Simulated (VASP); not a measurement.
Input:

```xyz
2
Lattice="0.0000 3.0717 3.0717 3.0717 0.0000 3.0717 3.0717 3.0717 0.0000" Properties=species:S:1:pos:R:3 pbc="T T T"
In     0.0000     0.0000     0.0000
As     1.5359     1.5359     1.5359
```

Method: optB86b-vdW, VASP's PBE PAW potentials (set 64) (plane waves; VASP). Numerical set-up: 520 eV cut-off, 9×9×9 Γ-centred mesh, first-order Methfessel-Paxton smearing of 0.10 eV, potentials In_d As.

Unless said otherwise, spin-orbit coupling is left out, though it shifts the bands of the heavy elements here.

Estimate the energy per atom (σ→0), band gap (on the k-mesh) with the smallest direct gap where there is one.

| Quantity | Result |
|---|---|
| band gap (on the k-mesh) | none (metal, semimetal or under 0.01 eV) |
| energy per atom (σ→0) | -1.542 eV/atom |

The absolute energy has meaning only against runs of the same code, potentials and settings.

The compound is InAs in the zinc blende structure. It was relaxed first. The start is the result of an earlier pass.
